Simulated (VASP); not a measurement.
Here is the system:

```
Ta2N
1.0
    2.92404     0.00000     0.00000
   -1.46202     2.53229     0.00000
    0.00000     0.00000    16.35107
N Ta
1 2
Direct
  0.00000   0.00000   0.50000
  0.33333   0.66667   0.57189
  0.66667   0.33333   0.42811
```

Computed with LDA (Ceperley-Alder, Perdew-Zunger), VASP's LDA PAW potentials (set 64) (plane waves; VASP). Numerical set-up: 400 eV cut-off, 13×13×1 Γ-centred mesh, first-order Methfessel-Paxton smearing of 0.20 eV, potentials N Ta_pv.

The cell holds a wide vacuum, so values per volume refer to the whole cell. Unless said otherwise, spin-orbit coupling is left out, though it shifts the bands of the heavy elements here.

Q: Estimate the energy per atom (σ→0), largest force, band gap (on the k-mesh) with the smallest direct gap where there is one.

A: 
```yaml
band gap (on the k-mesh): none (metal, semimetal or under 0.01 eV)
energy per atom (σ→0): -11.331 eV/atom
largest_force: 1.366 eV/Å
```

The absolute energy has meaning only against runs of the same code, potentials and settings.

The cell is a sheet with vacuum, built from a generated structure.
